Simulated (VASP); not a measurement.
# 2 units of NaCl (001) on Al(100): relaxation and electronic structure, part 3 of 3

Wanted: how 2 units of NaCl (001) on Al(100) relaxes, and what it costs to take an electron out.

VASP 6.6.1; PBE; plane waves and PAW (Al, Na, Cl).

So far. Step 2 (Surface relaxation): The run ended after 25 ionic steps, 1.289 eV below its first step, once the forces on the free atoms met EDIFFG = -0.03. Step 3 (Vacuum level and density of states): The vacuum level lies 3.80 eV above the Fermi level at the upper face; the two faces differ by 0.49 eV, the step that the slab's dipole of -0.043 e·Å makes.

## Step 4: The slab in a field, field -0.1

A field across the slab, with the atoms held, gives the electronic response: the dipole changes linearly with the field, and the energy has a linear term from the slab's own dipole and a quadratic one from its polarisability.

File INCAR:

```
SYSTEM = NaAl4Cl
PREC = Normal
ENCUT = 300
EDIFF = 1E-06
NELM = 120
ISMEAR = -1
SIGMA = 0.1
LREAL = .FALSE.
ALGO = Fast
GGA = PE
NBANDS = 32
LORBIT = 11
LWAVE = .FALSE.
LCHARG = .FALSE.
KPAR = 4
LASPH = .TRUE.
IDIPOL = 3
LDIPOL = .TRUE.
DIPOL = 0.5 0.5 0.49
EFIELD = -0.1
LVHAR = .TRUE.
```

File POSCAR:

```
NaAl4Cl
1.0
    3.9880822500      0.0000000000      0.0000000000
    0.0000000000      3.9880822500      0.0000000000
    0.0000000000      0.0000000000     29.3118384518
Al Na Cl
8 2 2
Direct
    0.0000000000      0.5000000000      0.2942557435
    0.5000000000      0.0000000000      0.2942557435
    0.0000000000      0.0000000000      0.3648616203
    0.5000000000      0.5000000000      0.3645198763
    0.0000000000      0.5000000000      0.4341551201
    0.5000000000      0.0000000000      0.4341551201
    0.0000000000      0.0000000000      0.5063989488
    0.5000000000      0.5000000000      0.5027019025
    0.5000000000      0.5000000000      0.6241159358
    0.0000000000      0.0000000000      0.7151508557
    0.0000000000      0.0000000000      0.6208381040
    0.5000000000      0.5000000000      0.7196475496
```

File KPOINTS:

```
Automatic mesh
0
Gamma
8 8 1
0 0 0
```

Potentials, in the order of the species: Al, Na and Cl (PBE family, release 64).

On the command line:

```console
> mpirun -np 4 vasp_std
```

What it wrote:

```text
[... set-up lines as in an earlier step ...]
 entering main loop
       N       E                     dE             d eps       ncg     rms          rms(c)
DAV:   1     0.143767542547E+03    0.14377E+03   -0.98188E+03   960   0.598E+02
DAV:   2    -0.204244691362E+02   -0.16419E+03   -0.15712E+03  1392   0.140E+02
DAV:   3    -0.425270471758E+02   -0.22103E+02   -0.21760E+02  1232   0.479E+01
DAV:   4    -0.432716764303E+02   -0.74463E+00   -0.74384E+00  1272   0.114E+01
DAV:   5    -0.433080639527E+02   -0.36388E-01   -0.36386E-01  1560   0.232E+00    0.532E+00
RMM:   6    -0.422820795178E+02    0.10260E+01   -0.19436E+00  1122   0.332E+00    0.355E+00
RMM:   7    -0.427487780181E+02   -0.46670E+00   -0.55694E-01  1222   0.196E+00    0.355E+00
RMM:   8    -0.415882584336E+02    0.11605E+01   -0.29317E-01  1221   0.143E+00    0.184E+00
RMM:   9    -0.415469019908E+02    0.41356E-01   -0.13623E-01  1200   0.967E-01    0.658E-01
RMM:  10    -0.415401508697E+02    0.67511E-02   -0.23249E-02  1231   0.496E-01    0.200E-01
RMM:  11    -0.415384474578E+02    0.17034E-02   -0.91013E-03  1272   0.325E-01    0.128E-01
RMM:  12    -0.415379440483E+02    0.50341E-03   -0.54947E-03  1271   0.205E-01    0.423E-02
RMM:  13    -0.415382754358E+02   -0.33139E-03   -0.14788E-03  1346   0.109E-01    0.344E-02
RMM:  14    -0.415390074713E+02   -0.73204E-03   -0.44567E-04  1226   0.671E-02    0.281E-02
RMM:  15    -0.415394131550E+02   -0.40568E-03   -0.15047E-04  1287   0.405E-02    0.105E-02
RMM:  16    -0.415396282475E+02   -0.21509E-03   -0.47607E-05  1217   0.231E-02    0.688E-03
RMM:  17    -0.415397812536E+02   -0.15301E-03   -0.34400E-05  1127   0.166E-02    0.365E-03
RMM:  18    -0.415398257258E+02   -0.44472E-04   -0.95773E-06  1013   0.929E-03    0.382E-03
RMM:  19    -0.415398988540E+02   -0.73128E-04   -0.84385E-06   971   0.722E-03    0.210E-03
RMM:  20    -0.415399312389E+02   -0.32385E-04   -0.23065E-06   879   0.458E-03    0.143E-03
RMM:  21    -0.415399674953E+02   -0.36256E-04   -0.34775E-06   884   0.424E-03    0.110E-03
RMM:  22    -0.415399739886E+02   -0.64933E-05   -0.56176E-07   720   0.263E-03    0.912E-04
RMM:  23    -0.415399817775E+02   -0.77889E-05   -0.51632E-07   725   0.211E-03    0.468E-04
RMM:  24    -0.415399825741E+02   -0.79663E-06   -0.13250E-07   584   0.153E-03
   1 F= -.41539983E+02 E0= -.41485451E+02  d E =-.109063E+00
```

The job ended after 18 s (4 MPI ranks of AMD EPYC 9R45, shared host; peak memory 0.86 GiB).

Parts of OUTCAR (step 4):

```text
The static configuration has the point symmetry C_4v.

 Found     15 irreducible k-points:

   NELECT =      40.0000    total number of electrons

 dipolmoment           0.000000      0.000000     -0.158370 electrons x Angstroem

 E-fermi :   0.5559

 k-point     1 :       0.0000    0.0000    0.0000
  band No.  band energies     occupation
    ...
     15      -1.4079      2.00000
     16      -0.4925      1.99994
     17      -0.4925      1.99994
     18      -0.3307      1.99972
     19      -0.3292      1.99971
     20       1.0789      0.01064
     21       1.0810      0.01042
     22       1.4241      0.00034
     23       1.4241      0.00034
     24       1.8228      0.00001
    ...

 k-point     2 :       0.1250    0.0000    0.0000
  band No.  band energies     occupation
    ...
     15      -1.6230      2.00000
     16      -1.2848      2.00000
     17      -0.3598      1.99979
     18      -0.1631      1.99849
     19       0.0456      1.98792
     20       1.1138      0.00752
     21       1.5179      0.00013
     22       1.5565      0.00009
     23       1.9721      0.00000
     24       2.5655      0.00000
    ...

  Total       -2.3865180     -2.3865180      0.4149651      0.0000000      0.0000000     -0.0000000
  in kB       -8.2017026     -8.2017026      1.4261031      0.0000000      0.0000000     -0.0000000
  external PRESSURE =      -4.9924340 kB  Pullay stress =       0.0000000 kB

 POSITION                                       TOTAL-FORCE (eV/Angst)
 -----------------------------------------------------------------------------------
      0.00000      1.99404      8.62518        -0.000000     -0.000000     -0.024962
      1.99404      0.00000      8.62518        -0.000000      0.000000     -0.024962
      0.00000      0.00000     10.69476        -0.000000     -0.000000     -0.003809
      1.99404      1.99404     10.68475        -0.000000      0.000000     -0.014395
      0.00000      1.99404     12.72588        -0.000000     -0.000000     -0.012987
      1.99404      0.00000     12.72588        -0.000000      0.000000     -0.012987
      0.00000      0.00000     14.84348        -0.000000      0.000000      0.038881
      1.99404      1.99404     14.73512        -0.000000     -0.000000      0.012602
      1.99404      1.99404     18.29399         0.000000      0.000000      0.039101
      0.00000      0.00000     20.96239         0.000000     -0.000000      0.052333
      0.00000      0.00000     18.19791        -0.000000     -0.000000     -0.030480
      1.99404      1.99404     21.09419        -0.000000     -0.000000     -0.018335
 -----------------------------------------------------------------------------------
    total drift:                                0.000000      0.000000      0.002405

  FREE ENERGIE OF THE ION-ELECTRON SYSTEM (eV)
  ---------------------------------------------------
  free  energy   TOTEN  =       -41.5399825741 eV

  energy  without entropy=      -41.4309198175  energy(sigma->0) =      -41.48545120

 vacuum level on the upper side and lower side of the slab         5.197         4.161

 total charge
# of ion       s       p       d       tot
------------------------------------------
    1        0.467   0.303   0.000   0.771
    2        0.467   0.303   0.000   0.771
    3        0.429   0.348   0.000   0.777
    4        0.430   0.349   0.000   0.779
    5        0.430   0.348   0.000   0.778
    6        0.430   0.348   0.000   0.778
    7        0.470   0.287   0.000   0.758
    8        0.462   0.321   0.000   0.783
    9        0.042   0.032   0.000   0.073
   10        0.041   0.031   0.000   0.072
   11        1.590   3.568   0.000   5.158
   12        1.586   3.575   0.000   5.161
--------------------------------------------------
tot          6.844   9.815   0.000  16.659

[... 8 parts as in an earlier step ...]

[... 5 further parts left out ...]
```

Numbers from this step:

- electronic cycles: 24
- free energy (TOTEN): -41.54 eV
- energy at zero smearing: -41.49 eV
- Fermi energy: 0.5559 eV
- dipole moment: 0, 0, -0.1584 e·Å

The planar average of the electrostatic potential oscillates, so the rows of the table below give means over windows of 1 Å about each position, cut where the curve ends. Its maxima inside the range that stand out by 2 % of the span (Å: eV): 5.8: 4.13, 9.7: -1.79, 11.7: -1.95, 13.7: -1.83, 16.6: 3.38, 19.7: 2.86, 28.5: 4.64. Its minima: 8.6: -15.6, 10.7: -15.8, 12.7: -15.7, 14.8: -15.5, 18.3: -10.8, 21.1: -10.7.

Zero at the Fermi level. Table of planar average of the electrostatic potential by height; means over each step:

```tsv
height (Å)	planar average of the electrostatic potential (eV)
0	3.62
1	3.69
2	3.79
3	3.89
4	3.99
5	4.09
6	4.10
7	3.18
8	-5.46
9	-9.76
10	-5.70
11	-10.7
12	-5.36
13	-11.0
14	-4.62
15	-11.3
16	1.31
17	2.60
18	-7.46
19	-1.02
20	1.49
21	-8.20
22	1.03
23	3.96
24	4.19
25	4.29
26	4.39
27	4.49
28	4.59
29	4.28
```

Force by atom:

```tsv
atom	x (eV/Å)	y (eV/Å)	z (eV/Å)	size
Al1	0.0000	0.0000	-0.0250	0.0250
Al2	0.0000	0.0000	-0.0250	0.0250
Al3	0.0000	0.0000	-0.0038	0.0038
Al4	0.0000	0.0000	-0.0144	0.0144
Al5	0.0000	0.0000	-0.0130	0.0130
Al6	0.0000	0.0000	-0.0130	0.0130
Al7	0.0000	0.0000	0.0389	0.0389
Al8	0.0000	0.0000	0.0126	0.0126
Na9	0.0000	0.0000	0.0391	0.0391
Na10	0.0000	0.0000	0.0523	0.0523
Cl11	0.0000	0.0000	-0.0305	0.0305
Cl12	0.0000	0.0000	-0.0183	0.0183
```

Energy at zero smearing: -41.48545 eV.

## Step 5: The slab in a field, field 0.1

Changes to INCAR since step 4:

```diff
@@ -19,3 +19,3 @@
 DIPOL = 0.5 0.5 0.49
-EFIELD = -0.1
+EFIELD = 0.1
 LVHAR = .TRUE.
```

POSCAR is that of step 4.

KPOINTS is that of step 4.

On the command line:

```console
> mpirun -np 4 vasp_std
```

What it wrote:

```text
[... set-up lines as in an earlier step ...]
 entering main loop
       N       E                     dE             d eps       ncg     rms          rms(c)
DAV:   1     0.149643502494E+03    0.14964E+03   -0.98232E+03   960   0.598E+02
DAV:   2    -0.194558896704E+02   -0.16910E+03   -0.16220E+03  1344   0.140E+02
DAV:   3    -0.425587890230E+02   -0.23103E+02   -0.22837E+02  1232   0.499E+01
DAV:   4    -0.433623555525E+02   -0.80357E+00   -0.80277E+00  1232   0.119E+01
DAV:   5    -0.434025678877E+02   -0.40212E-01   -0.40209E-01  1544   0.261E+00    0.540E+00
RMM:   6    -0.432794834758E+02    0.12308E+00   -0.37016E+00  1188   0.392E+00    0.412E+00
RMM:   7    -0.422721144525E+02    0.10074E+01   -0.88485E-01  1265   0.202E+00    0.332E+00
RMM:   8    -0.415614024230E+02    0.71071E+00   -0.31130E-01  1104   0.163E+00    0.171E+00
RMM:   9    -0.415352870239E+02    0.26115E-01   -0.18532E-01  1176   0.117E+00    0.567E-01
RMM:  10    -0.415300886776E+02    0.51983E-02   -0.20998E-02  1236   0.556E-01    0.210E-01
RMM:  11    -0.415293944889E+02    0.69419E-03   -0.12079E-02  1278   0.383E-01    0.147E-01
RMM:  12    -0.415293182910E+02    0.76198E-04   -0.54789E-03  1236   0.220E-01    0.547E-02
RMM:  13    -0.415294800393E+02   -0.16175E-03   -0.10127E-03  1319   0.111E-01    0.307E-02
RMM:  14    -0.415304522111E+02   -0.97217E-03   -0.52169E-04  1205   0.756E-02    0.177E-02
RMM:  15    -0.415307015807E+02   -0.24937E-03   -0.15748E-04  1460   0.404E-02    0.144E-02
RMM:  16    -0.415308925752E+02   -0.19099E-03   -0.34310E-05  1201   0.202E-02    0.165E-02
RMM:  17    -0.415311371698E+02   -0.24459E-03   -0.55510E-05  1172   0.203E-02    0.738E-03
RMM:  18    -0.415311527025E+02   -0.15533E-04   -0.59586E-06  1015   0.857E-03    0.482E-03
RMM:  19    -0.415312600066E+02   -0.10730E-03   -0.14952E-05  1044   0.948E-03    0.357E-03
RMM:  20    -0.415312860662E+02   -0.26060E-04   -0.26103E-06   923   0.522E-03    0.272E-03
RMM:  21    -0.415313467017E+02   -0.60636E-04   -0.60077E-06   961   0.544E-03    0.122E-03
RMM:  22    -0.415313537850E+02   -0.70832E-05   -0.65525E-07   730   0.280E-03    0.146E-03
RMM:  23    -0.415313704740E+02   -0.16689E-04   -0.10107E-06   783   0.259E-03    0.870E-04
RMM:  24    -0.415313715468E+02   -0.10727E-05   -0.16548E-07   626   0.162E-03    0.488E-04
RMM:  25    -0.415313724523E+02   -0.90550E-06   -0.15367E-07   577   0.151E-03
   1 F= -.41531372E+02 E0= -.41476861E+02  d E =-.109023E+00
```

Wall time 19 s (4 MPI ranks); peak memory 0.87 GiB; 72 s of CPU time.

Parts of OUTCAR (step 5):

```text
   NELECT =      40.0000    total number of electrons

 dipolmoment           0.000000      0.000000      0.072140 electrons x Angstroem

 E-fermi :   0.6783

 k-point     1 :       0.0000    0.0000    0.0000
  band No.  band energies     occupation
    ...
     15      -1.3044      2.00000
     16      -0.3701      1.99994
     17      -0.3701      1.99994
     18      -0.2085      1.99972
     19      -0.2066      1.99971
     20       1.2014      0.01064
     21       1.2033      0.01044
     22       1.5466      0.00034
     23       1.5466      0.00034
     24       1.9307      0.00001
    ...

  Total       -2.3902866     -2.3902866      0.4958601      0.0000000      0.0000000      0.0000000
  in kB       -8.2146544     -8.2146544      1.7041132      0.0000000      0.0000000      0.0000000
  external PRESSURE =      -4.9083985 kB  Pullay stress =       0.0000000 kB

 POSITION                                       TOTAL-FORCE (eV/Angst)
 -----------------------------------------------------------------------------------
      0.00000      1.99404      8.62518        -0.000000      0.000000     -0.027850
      1.99404      0.00000      8.62518         0.000000      0.000000     -0.027850
      0.00000      0.00000     10.69476         0.000000      0.000000     -0.001594
      1.99404      1.99404     10.68475        -0.000000     -0.000000     -0.010840
      0.00000      1.99404     12.72588        -0.000000     -0.000000     -0.011272
      1.99404      0.00000     12.72588        -0.000000     -0.000000     -0.011272
      0.00000      0.00000     14.84348        -0.000000      0.000000      0.009836
      1.99404      1.99404     14.73512        -0.000000      0.000000      0.019094
      1.99404      1.99404     18.29399        -0.000000     -0.000000     -0.036474
      0.00000      0.00000     20.96239        -0.000000      0.000000     -0.032303
      0.00000      0.00000     18.19791        -0.000000     -0.000000      0.063754
      1.99404      1.99404     21.09419        -0.000000      0.000000      0.066772
 -----------------------------------------------------------------------------------
    total drift:                               -0.000000      0.000000      0.002077

  FREE ENERGIE OF THE ION-ELECTRON SYSTEM (eV)
  ---------------------------------------------------
  free  energy   TOTEN  =       -41.5313724523 eV

  energy  without entropy=      -41.4223490138  energy(sigma->0) =      -41.47686073

 vacuum level on the upper side and lower side of the slab         3.634         5.652

[... 8 parts as in an earlier step ...]

[... 9 further parts left out ...]
```

Numbers from this step:

```
electronic cycles       : 25
free energy (TOTEN)     : -41.53 eV
energy at zero smearing : -41.48 eV
Fermi energy            : 0.6783 eV
dipole moment           : 0, 0, 0.07214 e·Å
```

The planar average of the electrostatic potential oscillates, so the rows of the table below give means over windows of 1 Å about each position, cut where the curve ends. Its maxima inside the range that stand out by 2 % of the span (Å: eV): 9.7: -1.79, 11.7: -1.95, 13.7: -1.83, 16.6: 3.32, 19.7: 2.58, 23.4: 3.44. Its minima: 8.6: -15.6, 10.7: -15.8, 12.7: -15.7, 14.8: -15.5, 18.3: -11.0, 21.1: -11.0, 28.5: 2.96.

Zero at the Fermi level. The planar average of the electrostatic potential by height; means over each step:

```tsv
height (Å)	planar average of the electrostatic potential (eV)
0	4.95
1	4.89
2	4.79
3	4.69
4	4.58
5	4.48
6	4.30
7	3.23
8	-5.46
9	-9.76
10	-5.70
11	-10.7
12	-5.36
13	-11.0
14	-4.62
15	-11.3
16	1.29
17	2.50
18	-7.62
19	-1.24
20	1.18
21	-8.59
22	0.582
23	3.36
24	3.40
25	3.31
26	3.21
27	3.11
28	3.01
29	3.67
```

Force by atom:

```tsv
atom	x (eV/Å)	y (eV/Å)	z (eV/Å)	size
Al1	0.0000	0.0000	-0.0278	0.0278
Al2	0.0000	0.0000	-0.0278	0.0278
Al3	0.0000	0.0000	-0.0016	0.0016
Al4	0.0000	0.0000	-0.0108	0.0108
Al5	0.0000	0.0000	-0.0113	0.0113
Al6	0.0000	0.0000	-0.0113	0.0113
Al7	0.0000	0.0000	0.0098	0.0098
Al8	0.0000	0.0000	0.0191	0.0191
Na9	0.0000	0.0000	-0.0365	0.0365
Na10	0.0000	0.0000	-0.0323	0.0323
Cl11	0.0000	0.0000	0.0638	0.0638
Cl12	0.0000	0.0000	0.0668	0.0668
```

Energy at zero smearing: -41.47686 eV.

## Step 6: Putting the energies together

This step: slab, PBE; plane waves and PAW (VASP 6.6.1).

This step runs nothing: it gathers the runs above.

Numbers from this step:

```
polarisability per area of the slab or monolayer : 1.043 Å
```

VASP counts both for electrons: a positive EFIELD is a field along -c, and a positive dipole, in electrons times A, points along -c. Field, by row:

```tsv
EFIELD (eV/Å)	dipole along z (e Å)	energy change (eV)
-0.1	-0.1584	-0.01006
0	-0.04305	0
0.1	0.07214	-0.001465
```

The polarisability is the slope of the dipole against the field, as a volume for each unit of area.

## Step 7: What came out

- work function of the slab: 3.80 eV
- polarisability per area of the slab or monolayer: 1.04 Å

**Reading.** The work function is 3.80 eV at the upper face and 4.28 eV at the lower. The atom that ends on top (Cl) moved outwards by 0.78 Å, counted from the mean of all atoms. The cell in the plane was kept as given and was not relaxed here.

[Lines on the potential files, build, host, timing and source positions are cut from VASP's logs without a mark.]

[Logs are printed without paths, hosts, clocks, repeated set-up lines and the standing remarks that a program may print on its own settings, such as how far it seeks lower states.]

[Hosts, paths, dates, database ids (printed as entryN), source tags and the programs' standing remarks are cut or masked in the printed files.]

[In band tables of VASP the shares of atoms and orbitals are scaled to a sum of 1 inside the atoms' spheres.]

[Runs that stopped without an error message from VASP are left out.]
